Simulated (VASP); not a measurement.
# TlGa (P-6m2) in VASP: reference runs

Aim: a first look at TlGa with PBE, on the cell as given.

Everything below comes from runs of VASP 6.6.1. Logs are shortened: lines on timing, memory, paths and dates and some standing lists are left out, and cuts for length are marked.

**1. The crystal as given**

The structure is hexagonal, space group P-6m2 (No. 187). The conventional cell has a = 3.652 Å, b = 3.652 Å, c = 5.868 Å, α = 90.00°, β = 90.00°, γ = 120.00°. Tl (site symmetry -6m2) is surrounded by 6 Ga at 3.61 Å and 6 Tl at 3.65 Å. Ga (site symmetry -6m2) is surrounded by 6 Tl at 3.61 Å and 6 Ga at 3.65 Å.

The cell was built by a generator and needn't be a form met in nature.

**2. Single point, PBE**

The input, INCAR:

```
SYSTEM = TlGa
PREC = Accurate
ENCUT = 520
EDIFF = 1E-7
ISMEAR = -1
SIGMA = 0.05
LREAL = .FALSE.
LASPH = .TRUE.
NELM = 80
ALGO = Normal
ISIF = 2
LWAVE = .FALSE.
LCHARG = .FALSE.
GGA = PE
NBANDS = 20
```

The input, KPOINTS:

```
regular mesh
0
G
  8 8 5
  0 0 0
```

The input, POSCAR:

```
TlGa
1.0
    3.6521389600      0.0000000000      0.0000000000
   -1.8260694800      3.1628451200      0.0000000000
    0.0000000000      0.0000000000      5.8682937400
Tl Ga
1 1
Direct
    0.3333333300      0.6666666700      0.5000000000
    0.0000000000      0.0000000000      0.0000000000
```

Potentials or basis: VASP PAW PBE potentials, release 64 (Tl_d, Ga_d).

Started as:

```bash
$ cat potpaw_PBE.64/Tl_d/POTCAR potpaw_PBE.64/Ga_d/POTCAR > POTCAR
$ mpirun -np 1 vasp_std > vasp.out
```

OUTCAR:

```text
SYSTEM = TlGa
   PREC = Accurate
   ENCUT = 520
   EDIFF = 1E-7
   ISMEAR = -1
   LREAL = .FALSE.
   LASPH = .TRUE.
   NELM = 80
   ISIF = 2
   GGA = PE

 ion  position               nearest neighbor table
   1  0.333  0.667  0.500-
   2  0.000  0.000  0.000-

  LATTYP: Found a hexagonal cell.
 ALAT       =     3.6521389600
 C/A-ratio  =     1.6068100925

  Lattice vectors:

 A1 = (   3.6521389600,   0.0000000000,   0.0000000000)
 A2 = (  -1.8260694800,   3.1628451200,   0.0000000000)
 A3 = (   0.0000000000,   0.0000000000,   5.8682937400)

Analysis of symmetry for initial positions (statically):
=====================================================================
 Subroutine PRICEL returns:
 Original cell was already a primitive cell.

 Routine SETGRP: Setting up the symmetry group for a
 hexagonal supercell.

 Subroutine GETGRP returns: Found 12 space group operations
 (whereof 12 operations were pure point group operations)
 out of a pool of 24 trial point group operations.

The static configuration has the point symmetry D_3h.

Analysis of symmetry for dynamics (positions and initial velocities):
=====================================================================
 Subroutine PRICEL returns:
 Original cell was already a primitive cell.

 Routine SETGRP: Setting up the symmetry group for a
 hexagonal supercell.

 Subroutine GETGRP returns: Found 12 space group operations
 (whereof 12 operations were pure point group operations)
 out of a pool of 24 trial point group operations.

The dynamic configuration has the point symmetry D_3h.

 Subroutine INISYM returns: Found 12 space group operations
 (whereof 12 operations are pure point group operations),
 and found     1 'primitive' translations

----------------------------------------------------------------------------------------

                                     Primitive cell

  volume of cell :      67.7855

  direct lattice vectors                    reciprocal lattice vectors
     3.652138960  0.000000000  0.000000000     0.273812144  0.158085515  0.000000000
    -1.826069480  3.162845120  0.000000000     0.000000000  0.316171030  0.000000000
     0.000000000  0.000000000  5.868293740     0.000000000  0.000000000  0.170407284

  length of vectors
[... 77 lines left out ...]
   LNONCOLLINEAR =      F non collinear calculations
   LSORBIT =      F    spin-orbit coupling
   LASPH  =      T    aspherical Exc in radial PAW
   ENCUT  =  520.0 eV  38.22 Ry    6.18 a.u.   6.79  6.79 10.91*2*pi/ulx,y,z
   NELM   =     80;   NELMIN=  2; NELMDL= -5     # of ELM steps
   EDIFF  = 0.1E-06   stopping-criterion for ELM
   LREAL  =      F    real-space projection
   EDIFFG = 0.1E-05   stopping-criterion for IOM
   NSW    =      0    number of steps for IOM
   IBRION =     -1    ionic relax: 0-MD 1-quasi-New 2-CG
   NFREE  =      0    steps in history (QN), initial steepest desc. (CG)
   ISIF   =      2    stress and relaxation
   ISYM   =      2    0-nonsym 1-usesym 2-fastsym
   POTIM  = 0.5000    time-step for ionic-motion
   TEBEG  =    0.0;   TEEND  =   0.0 temperature during run
   PSTRESS=    0.0 pullay stress
   NELECT =      26.0000    total number of electrons
   NUPDOWN=      -1.0000    fix difference up-down
   EMIN   =  10.00;   EMAX   =-10.00  energy-range for DOS
   EFERMI =   0.00;   METHOD = LEGACY
   ISMEAR =    -1;   SIGMA  =   0.05  broadening in eV -4-tet -1-fermi 0-gaus
   EFERMI_NEDOS =   21; number of points for ismear=-14 and -15
   IALGO  =     38    algorithm
   IMIX   =      4    mixing-type and parameters
     AMIX     =   0.40;   BMIX     =  1.00
     AMIX_MAG =   1.60;   BMIX_MAG =  1.00
  volume/ion in A,a.u.               =      33.89       228.72
  Fermi-wavevector in a.u.,A,eV,Ry     =   1.189470  2.247773 19.250060  1.414840
  Thomas-Fermi vector in A             =   2.325577
   LORBIT       =      0    0 simple, 1 ext, 2 COOP (PROOUT), +10 PAW based schemes
   GGA     = PE    functional components
   LHFCALC =     F    Hartree Fock is set to
   AEXX    =    0.0000 exact exchange contribution
   IVDW    =     0    specifies the selected vdW correction
   LEPSILON=     F    determine dielectric tensor
   LRPA    =     F    only Hartree local field effects (RPA)
 non-spin polarized calculation
  energy-cutoff  :      520.00
  volume of cell :       67.79
 maximum number of plane-waves:      1850
 NGX is ok and might be reduce to    28
   NGX = 13   NGY = 13   NGZ = 21

 number of electron      26.0000002 magnetization

 Free energy of the ion-electron system (eV)
  ---------------------------------------------------
  ext. energy  EPLUGINS =         0.00000000
  ---------------------------------------------------
  free energy    TOTEN  =        -4.56955514 eV

  energy without entropy =       -4.55915334  energy(sigma->0) =       -4.56435424

 E-fermi :   3.2495     XC(G=0):  -8.8835

 val. band max:        3.2227789954   @ k =   0.2500   0.2500   0.0000
 cond. band min:       3.2611920684   @ k =   0.3750   0.0000   0.4000
 fundamental gap:      0.0384130730
 Fermi energy:         3.2494729280

 k-point     1 :       0.0000    0.0000    0.0000
  band No.  band energies     occupation
      1     -11.6646      2.00000
      2     -11.6646      2.00000
      3     -11.6595      2.00000
      4     -11.6338      2.00000
      5     -11.6338      2.00000
      6      -8.1813      2.00000
[... 541 lines left out ...]
     19      10.4837      0.00000
     20      11.5317      0.00000

 [... further k-points ...]

------------------------ aborting loop because EDIFF is reached ----------------------------------------

  FORCE on cell =-STRESS in cart. coord.  units (eV):
  Direction    XX          YY          ZZ          XY          YZ          ZX
  --------------------------------------------------------------------------------------
  -------------------------------------------------------------------------------------
  Total       -1.8403515     -1.8403515     -1.9002062      0.0000000     -0.0000000      0.0000000
  in kB      -43.4985026    -43.4985026    -44.9132265      0.0000000     -0.0000000      0.0000000
  external PRESSURE =     -43.9700772 kB  Pullay stress =       0.0000000 kB

 VOLUME and BASIS-vectors are now :
 -----------------------------------------------------------------------------
  energy-cutoff  :      520.00
  volume of cell :       67.79
      direct lattice vectors                 reciprocal lattice vectors
     3.652138960  0.000000000  0.000000000     0.273812144  0.158085515  0.000000000
    -1.826069480  3.162845120  0.000000000     0.000000000  0.316171030  0.000000000
     0.000000000  0.000000000  5.868293740     0.000000000  0.000000000  0.170407284

 POSITION                                       TOTAL-FORCE (eV/Angst)
 -----------------------------------------------------------------------------------
     -0.00000      2.10856      2.93415        -0.000000     -0.000000      0.000000
      0.00000      0.00000      0.00000         0.000000      0.000000      0.000000
 -----------------------------------------------------------------------------------
    total drift:                                0.000012     -0.000007     -0.000000

  FREE ENERGIE OF THE ION-ELECTRON SYSTEM (eV)
  ---------------------------------------------------
  free  energy   TOTEN  =        -4.5695551441 eV

  energy  without entropy=       -4.5591533353  energy(sigma->0) =       -4.56435424
```

OSZICAR:

```text
N       E                     dE             d eps       ncg     rms          rms(c)
DAV:   1     0.153338752053E+03    0.15334E+03   -0.13277E+04  1288   0.166E+03
DAV:   2     0.590329359779E+01   -0.14744E+03   -0.14359E+03  1252   0.379E+02
DAV:   3    -0.440969426385E+01   -0.10313E+02   -0.10263E+02  1388   0.831E+01
DAV:   4    -0.458983819583E+01   -0.18014E+00   -0.18004E+00  1344   0.114E+01
DAV:   5    -0.459357052562E+01   -0.37323E-02   -0.37322E-02  1452   0.163E+00    0.122E+00
DAV:   6    -0.457332356047E+01    0.20247E-01   -0.41329E-02  1376   0.178E+00    0.905E-01
DAV:   7    -0.456966720977E+01    0.36564E-02   -0.13664E-02  1420   0.895E-01    0.397E-01
DAV:   8    -0.456953664402E+01    0.13057E-03   -0.10984E-03  1336   0.345E-01    0.284E-02
DAV:   9    -0.456954845586E+01   -0.11812E-04   -0.75734E-05  1396   0.763E-02    0.863E-03
DAV:  10    -0.456955395163E+01   -0.54958E-05   -0.87163E-06  1320   0.295E-02    0.481E-03
DAV:  11    -0.456955506573E+01   -0.11141E-05   -0.66674E-07  1232   0.603E-03    0.173E-03
DAV:  12    -0.456955517180E+01   -0.10606E-06   -0.18582E-07  1048   0.374E-03    0.206E-04
DAV:  13    -0.456955514414E+01    0.27654E-07   -0.17032E-08   684   0.111E-03
   1 F= -.45695551E+01 E0= -.45643542E+01  d E =-.104018E-01
```

stdout:

```text
POSCAR found type information on POSCAR TlGa
 POSCAR found :  2 types and       2 ions
 scaLAPACK will be used
 LDA part: xc-table for (Slater+PW92), standard interpolation
 POSCAR, INCAR and KPOINTS ok, starting setup
 FFT: planning ... GRIDC
 FFT: planning ... GRID_SOFT
 FFT: planning ... GRID
 WAVECAR not read
 entering main loop
```

Run time: 34 s. Hardware: 1 thread of Intel Xeon Platinum 8259CL at 2.50GHz (Skylake/Cascade Lake), shared host; peak memory 0.2 GiB.

What came out:

```
Free energy            : -4.5696 eV
Pressure               : -4.4 GPa
Band gap on the k mesh : none (metal or under the smearing width)
```

Stress tensor (GPa, compression positive):
```
-4.35  0.00  0.00
 0.00 -4.35  0.00
 0.00  0.00 -4.49
```

Levels at points of the mesh, in eV from the Fermi level:
```tsv
k point	band 10	band 11	band 12	band 13	band 14	band 15	band 16	band 17
(0.00, 0.00, 0.00)	-11.19	-8.43	-4.91	-2.03	5.84	5.84	8.03	8.03
(0.50, 0.00, 0.00)	-11.10	-5.34	-4.22	-0.81	0.46	1.18	3.02	3.30
```

Spin-orbit coupling is left out, which matters for the levels of Tl.
